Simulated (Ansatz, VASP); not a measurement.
# MoS2 in two plane-wave programs, part 2 of 2

Wanted: the spread between two codes on one cell, functional and k mesh. The cell is taken from a series of runs on this material, whose earlier steps may have relaxed, scaled, displaced or heated it; both programs get it as it stands.

VASP 6.6.1 and Ansatz 0.2.0.

So far: The starting structure; VASP: G0W0 gap, PBE.

## 3. Ansatz: G0W0 gap, PBE

Level of this step: Ansatz beside VASP: Kohn-Sham DFT, plane waves, PBE (Ansatz).

Ansatz runs on its default PAW (the set named soft_2) files.

The same cell, functional and mesh now go to Ansatz, which takes its cutoff from its data sets.

The input, input.yaml:

```yaml
crystal:
  lattice:
    - [3.1492421942, 0.0, 0.0]
    - [-1.5746210971, 2.7273237428, 0.0]
    - [0.0, 0.0, 12.0904894332]
  atoms:
    - { symbol: Mo, position: [0.3333333333, 0.6666666667, 0.25] }
    - { symbol: Mo, position: [0.6666666667, 0.3333333333, 0.75] }
    - { symbol: S, position: [0.3333333333, 0.6666666667, 0.620491566] }
    - { symbol: S, position: [0.6666666667, 0.3333333333, 0.120491566] }
    - { symbol: S, position: [0.3333333333, 0.6666666667, 0.879508434] }
    - { symbol: S, position: [0.6666666667, 0.3333333333, 0.379508434] }
kpoints:
  mp_grid: { grid: [6, 6, 2] }
hamiltonian:
  xc: pbe
scf:
  occupations: { method: fixed }
gw:
  n_empty_bands: 175
  ecut_chi: 80
  qp_bands: [v2, c2]
  qp_kpoints: band_edges
  screening: { model: contour_deformation }
```

Launch:

```bash
$ ansatz run input.yaml --threads 3 --pin off --max-ram 92160MiB --backend cuda --devices 1 --max-vram 13GiB --events-out ev --progress --plain --runs-dir out
```

Numbers of over 12 decimals in the logs are rounded to 6 here.

Log:

```text
GPUs: using 1 of 1 available (devices: 1).
Engine: ansatz 0.2.0, x86_64-unknown-linux-gnu
Pseudopotentials: kind: paw
Pseudopotential: Mo, paw, valence charge 14, recommended cutoff 420 eV (normal), Mo.paw.azcp
Pseudopotential: S, paw, valence charge 6, recommended cutoff 420 eV (normal), S.paw.azcp
Functional definition: PBE
  parameter kappa = 0.804
  parameter beta = 0.066725
  exchange = pbe_x(kappa = kappa, mu = beta*pi^2/3)
  correlation = pbe_c(beta = beta)
device memory: the entry about to start is reckoned to put 1.0 GiB on a device that reports 47.3 GiB free (of which the cap on the GPU budget leaves the run 13.0 GiB)
GPU FFT provider: cuFFT
GPU libraries: cuBLAS 13.8.2, cuFFT 12.4.0, cuSOLVER 12.3.4
Crystal: 6 atoms, lattice volume = 103.845 Å³
Basis set: ecut = 420 eV, 2009 PW (Γ)
Bands: 32, of which v1, the nominal top of the filled ones, is band 26 counted from 1 (25 counted from 0)
Symmetry: 24 space group operations
Space group: P63/mmc (ITA 194), of the structure as read, at distance tolerance 4.7e-5 Å
k-points: 14 of 72
Non-local potential: Mo, projectors of the file, l = 0: 3, l = 1: 2, l = 2: 2, l = 3: 1
Non-local potential: S, projectors of the file, l = 0: 2, l = 1: 2, l = 2: 2
PAW form: soft (Blöchl's): semilocal exchange-correlation on the pseudo side does not see the compensation charge
PAW one-centre angular grid: Mo, 590 points (default); XC on 64 Gauss nodes
PAW one-centre angular grid: S, 110 points (default); XC on 64 Gauss nodes
Initial density: superposition of atomic densities (neutral atoms: chi_scale 0, normalization atom), corrected by the library's trained network
Initial wavefunctions: pseudopotential atomic-orbital guess
GPU buffer pool allocated for 46656 grid points (all kernels)
GPU transforms: local potential and band sums: pruned to the plane-wave sphere, on 24×24×81
Functional: x = pbe(κ = 0.804, μ = 0.219515), c = pbe(β = 0.066725)
SCF iter   1: F=—  HF=-13525.458646 eV  |F-HF|=—  |Δ(HF+E_count)|=         —  Δρ=5.65e-3  dr2=8.99e-3  ethr=1.77e-3  ⟨swp⟩=5.0  Hψ=1663  notcnv=0  defer=42
preconditioner: auto → Resta (q_TF=auto, 2.431 Å⁻¹)  ε∞=8.8  [insulator: Δε(μ)=0.788 eV  Ē_g=7.836 eV  n_scr=26 (ndim 8)  ℏωp=21.9 eV  f_vac=0.010  ε∞_Penn≈8.8]
SCF iter   2: F=—  HF=-13525.467503 eV  |F-HF|=—  |Δ(HF+E_count)|=   8.86e-3  Δρ=3.24e-3  dr2=2.56e-3  ethr=1.73e-5  ⟨swp⟩=2.1  Hψ=843  notcnv=0  defer=54
SCF iter   3: F=—  HF=-13525.472292 eV  |F-HF|=—  |Δ(HF+E_count)|=   4.79e-3  Δρ=9.31e-4  dr2=1.85e-3  ethr=4.92e-6  ⟨swp⟩=2.0  Hψ=683  notcnv=0  defer=54
SCF iter   4: F=—  HF=-13525.472145 eV  |F-HF|=—  |Δ(HF+E_count)|=   1.47e-4  Δρ=1.25e-4  dr2=1.64e-5  ethr=3.57e-6  ⟨swp⟩=2.1  Hψ=575  notcnv=0  defer=52
SCF iter   5: F=—  HF=-13525.472155 eV  |F-HF|=—  |Δ(HF+E_count)|=   9.95e-6  Δρ=5.26e-5  dr2=2.57e-6  ethr=3.16e-8  ⟨swp⟩=2.0  Hψ=642  notcnv=0  defer=6
SCF iter   6: F=—  HF=-13525.472156 eV  |F-HF|=—  |Δ(HF+E_count)|=   1.87e-6  Δρ=9.46e-6  dr2=1.02e-7  ethr=4.95e-9  ⟨swp⟩=2.0  Hψ=638  notcnv=0  defer=6
SCF iter   7: F=-13525.472157 eV  HF=-13525.472157 eV  |F-HF|=2.60e-9  |Δ(HF+E_count)|=   6.88e-8  Δρ=2.42e-6  dr2=5.12e-9  ethr=1.92e-10  ⟨swp⟩=4.8  Hψ=1325  notcnv=0
SCF 1 converged in 7 iterations: F = -13525.472157 eV  dr2 = 5.12e-9
  greatest PAW one-centre occupation: 0.998 electrons in one spin orbital (limit 2), on the Mo atom at site 1 (counted from 0), in its partial waves of l = 0
device memory: the entry about to start is reckoned to put 1.1 GiB (of the 1.2 GiB reckoned in all, the device holds 0.1 GiB already) on a device that reports 43.8 GiB free (of which the cap on the GPU budget leaves the run 12.9 GiB)
NSCF: frozen V_eff on 14 k-points, pencils in batches of 32, up to order 128
the band table was solved once the SCF had ended and its energy, with any forces and stress, was formed, with the checks that follow a solve (1758 applications of the Hamiltonian). They found nothing against the state; the energy, forces and stress were not computed again (output.eigenvalues in the input reference)
device memory: the entry about to start is reckoned to put 4.0 GiB on a device that reports 43.7 GiB free (of which the cap on the GPU budget leaves the run 13.0 GiB)
NSCF: frozen V_eff on 14 k-points
G₀W₀ screening: q 1/14
[... further progress lines ...]
SCF converged after 7 iterations
Free energy (F): -13525.472157 eV
Harris-Foulkes:  -13525.472157 eV  (|F-HF|=2.60e-9)
Internal energy: -13525.472157 eV  (E = F + TS)
E sigma→0 (E₀):  -13525.472157 eV
Fermi energy:    11.469935 eV
--- Per-component energies (eV) ---
  E_band       = -286.743543
  E_kinetic    = 1314.475318
  E_local      = -3761.247790  (includes V_loc(G=0)·N_el)
  E_nonlocal   = 398.557786
  E_hartree    = 1439.896094
  E_xc         = -758.061639
  E_vxc        = -811.470404  (∫ρ·V_xc dr)
  E_paw        = -8803.192711  (= ΣΔE_a)
  E_vpaw       = -306.849070  (= ΣTr[D̂ρ^β])
  E_aug_tail   = 0.000084  (compensation charges beyond the density's cutoff)
  E_ewald      = -3355.899299
  E_smearing   = -0.000000  (= −TS)
  E_closure    = -0.000000  (closes the sum)
  Σ components = -13525.472157   (vs F -13525.472157, Δ=0.00e0)
--- Band table (eV; the first three rows and the last of 14) ---
  k-point 0: bands = [... 22 lower, 9.3073, 10.1849, 10.3622, 11.4699, 13.5509, 13.5509, 13.5864, 13.5864, ... 2 higher]
  k-point 1: bands = [... 22 lower, 9.2769, 9.2769, 11.2031, 11.2031, 13.5545, 13.5545, 13.5545, 13.5545, ... 2 higher]
  k-point 2: bands = [... 22 lower, 9.3440, 10.1730, 10.3071, 10.6290, 12.9272, 13.2679, 13.3204, 13.5258, ... 2 higher]
  k-point 13: bands = [... 22 lower, 8.4995, 8.4995, 10.7133, 10.7133, 12.5290, 12.5290, 13.6845, 13.6845, ... 2 higher]
--- G₀W₀: contour deformation, 7 samples at zero and on the imaginary axis and 1 off it, 72 q-points, 175 empty bands' worth ---
  eigenvalues of the whole cell's RPA ε∞ on this k-mesh (on a slab, of 1 + 4πα/V) = 6.9587, 15.6126, 15.6126; static W/v taken at q = 0 is 0.068243
  bands read: the sum over 201 bands ends inside a degenerate multiplet in 7 slots, whose members it reads at an even weight; the widest, k=1: bands 199 to 202 (counted from 1) at 3/4 each
  gw.qp_kpoints: band_edges: 12 of 14 stored k-points solved, in 1 pass; an edge of the gap read off the rows below is read off those points alone
    valence top: of the k-points left out ik 7 came nearest to being solved in a further pass, in band 25 (counted from 1, as in the quasiparticle table): it holds the edge there only if its correction is more favourable than any solved in that band by at least 1.394 eV; those differ by 0.365 eV
    conduction bottom: of the k-points left out ik 5 came nearest to being solved in a further pass, in band 27 (counted from 1, as in the quasiparticle table): it holds the edge there only if its correction is more favourable than any solved in that band by at least 0.756 eV; those differ by 0.278 eV
    ik  band        ε_KS         Σx   Σc(E_QP)       V_xc       Z   E_QP_lin       E_QP  E_QP is
     0    25     10.3622   -18.6158     2.2073   -16.2913  0.7525    10.2448    10.2451  root
     0    26     11.4699   -19.7771     0.7720   -19.2399  0.7450    11.7043    11.7048  root
     0    27     13.5509   -13.8173    -4.0932   -18.5517  0.7451    14.2005    14.1920  root
     0    28     13.5509   -13.8173    -4.0932   -18.5517  0.7451    14.2005    14.1920  root
     1    25     11.2031   -19.4780     1.0537   -18.5976  0.7465    11.3761    11.3764  root
     1    26     11.2031   -19.4780     1.0537   -18.5976  0.7465    11.3761    11.3764  root
     1    27     13.5545   -13.7551    -4.0817   -18.4686  0.7447    14.1947    14.1864  root
     1    28     13.5545   -13.7551    -4.0817   -18.4686  0.7447    14.1947    14.1864  root
     2    25     10.3071   -18.6345     2.1958   -16.3327  0.7514    10.2010    10.2012  root
     2    26     10.6290   -19.3932     1.1670   -18.4072  0.7423    10.8095    10.8100  root
     2    27     12.9272   -13.6807    -3.8659   -18.0916  0.7456    13.4777    13.4722  root
     2    28     13.2679   -14.0984    -3.8687   -18.5461  0.7380    13.8542    13.8468  root
     3    25     10.5913   -19.3960     1.3113   -18.2369  0.7430    10.7431    10.7434  root
     3    26     10.5913   -19.3960     1.3113   -18.2369  0.7430    10.7431    10.7434  root
     3    27     13.1451   -13.9382    -4.0109   -18.5401  0.7442    13.7431    13.7360  root
     3    28     13.1451   -13.9382    -4.0109   -18.5401  0.7442    13.7431    13.7360  root
     4    25      9.5541   -18.5622     1.5968   -17.0561  0.7334     9.6446     9.6449  root
     4    26      9.8615   -19.1095     1.5203   -17.7176  0.7371     9.9896     9.9899  root
     4    27     12.8021   -14.3125    -4.0891   -19.0150  0.7428    13.4229    13.4156  root
     4    28     12.9241   -15.3552    -4.1141   -20.1620  0.7368    13.6269    13.6168  root
     6    25      9.9754   -17.6899     1.6052   -16.0347  0.7511     9.9255     9.9255  root
     6    26     10.1271   -18.4942     1.4704   -17.0792  0.7466    10.1825    10.1825  root
     6    27     13.0747   -16.7014    -4.4961   -21.9989  0.7281    13.8919    13.8762  root
     6    28     13.1307   -16.6574    -4.5298   -21.9832  0.7269    13.9428    13.9267  root
[...]
12    25     10.6266   -19.0925     0.7692   -18.5539  0.7445    10.8566    10.8572  root
    12    26     10.8278   -19.5529     0.6983   -19.1256  0.7445    11.0981    11.0989  root
    12    27     12.5269   -16.1420    -3.7604   -20.5942  0.7403    13.2269    13.2187  root
    12    28     12.5269   -16.1420    -3.7604   -20.5942  0.7403    13.2269    13.2187  root
    13    25     10.7133   -19.2543     0.7275   -18.7747  0.7447    10.9605    10.9612  root
    13    26     10.7133   -19.2543     0.7275   -18.7747  0.7447    10.9605    10.9612  root
    13    27     12.5290   -16.1346    -3.7596   -20.5853  0.7404    13.2283    13.2200  root
    13    28     12.5290   -16.1346    -3.7596   -20.5853  0.7404    13.2283    13.2200  root
```

Reading the cycles: dr2 is the Hartree energy of the density residual (eV), the measure of convergence; HF is the Harris–Foulkes estimate of the energy, which meets the free energy F at convergence.

## 4. Comparison

Known differences besides the potentials themselves: fixed occupations in Ansatz, narrow Gaussian smearing in VASP; the cutoff is 420 eV in Ansatz and 370 eV in VASP; Ansatz integrates over frequency by contour deformation, VASP on a grid of NOMEGA points; Ansatz's G0W0 levels solve the quasiparticle equation, VASP's are linearised. Total energies have different zeros and are not compared.

The two programs side by side:

```tsv
quantity	Ansatz	VASP	difference
G0W0 gap on the mesh (eV)	1.07	1.14	-0.07
Kohn-Sham gap under it (eV)	0.79	0.78	0.00
```

VASP's log warns that its frequency grid doesn't suit quasiparticle energies on this mesh.

## 5. What came out

| Item | Value |
| --- | --- |
| difference in G0W0 gap on the mesh (G0W0 gap, PBE) | -0.068 eV |

In words: The difference in G0W0 gap on the mesh is -0.068 eV (G0W0 gap, PBE). Such differences can come from data sets, numerical settings and the points named under the comparisons, not from the functional's error against experiment.

[Lines on the potential files, build, host, timing and source positions are cut from VASP's logs without a mark.]

[Logs are printed without paths, hosts, clocks, repeated set-up lines and the standing remarks that a program may print on its own settings, such as how far it seeks lower states.]

[Hosts, paths, dates, database ids (printed as entryN), source tags and the programs' standing remarks are cut or masked in the printed files.]
